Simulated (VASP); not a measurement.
Input:

```xyz
4
Lattice="4.0348 0.0000 0.0000 0.0000 4.0348 0.0000 0.0000 0.0000 6.4544" Properties=species:S:1:pos:R:3 pbc="T T T"
Pb     2.0174     0.0000     5.2904
Pb     0.0000     2.0174     1.1639
O      2.0174     2.0174     0.0000
O      0.0000     0.0000     0.0000
```

All values below come from RPBE GGA, VASP's PBE PAW potentials (set 64) (plane waves; VASP). Numerical set-up: 520 eV cut-off, 6×6×4 Γ-centred mesh, Gaussian smearing of 0.050 eV, potentials Pb_d O.

Without a dispersion term in the relaxation, distances and binding between the weakly bound layers, chains or molecules are unreliable, and so is what depends on them.

Task: The ions and cell shape at fixed volume are relaxed. What does this cell relax into?

Result: 
```xyz
4
Lattice="4.1078 0.0000 0.0000 0.0000 4.1078 0.0000 0.0000 0.0000 6.2270" Properties=species:S:1:pos:R:3 pbc="T T T"
Pb     2.0539     0.0000     5.0355
Pb     0.0000     2.0539     1.1915
O      2.0539     2.0539     0.0000
O      0.0000     0.0000     0.0000
```
Space group P4/nmm (129), at a tolerance of 0.03 Å.

Task: How much energy does the relaxation gain?

Result: The energy (σ→0) changes by -16.3 meV/atom, in 7 ionic steps.

The compound is PbO in the litharge structure. This cell is one point of a volume scan, at 0.94 of the reference volume. Symmetry was kept, so distortions that lower it aren't found.
